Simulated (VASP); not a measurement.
```yaml
crystal:
  lattice:
    - [-1.55355, 1.55355, 1.55355]
    - [1.55355, -1.55355, 1.55355]
    - [1.55355, 1.55355, -1.55355]
  atoms:
    - { symbol: W, position: [0.00000, 0.00000, 0.00000] }
```

Computed with optB86b-vdW, VASP's PBE PAW potentials (set 64) (plane waves; VASP). Numerical set-up: 520 eV cut-off, 16×16×16 Γ-centred mesh, first-order Methfessel-Paxton smearing of 0.10 eV, potentials W_sv.

### Question
Give the stress tensor in GPa (positive for a compressed cell).

### Answer

```
21.61   0.00   0.00
 0.00  21.61   0.00
 0.00   0.00  21.61
```
The pressure is its mean diagonal, 21.61 GPa.

The compound is W in the bcc structure. This cell is one point of a volume scan, at 0.94 of the reference volume.
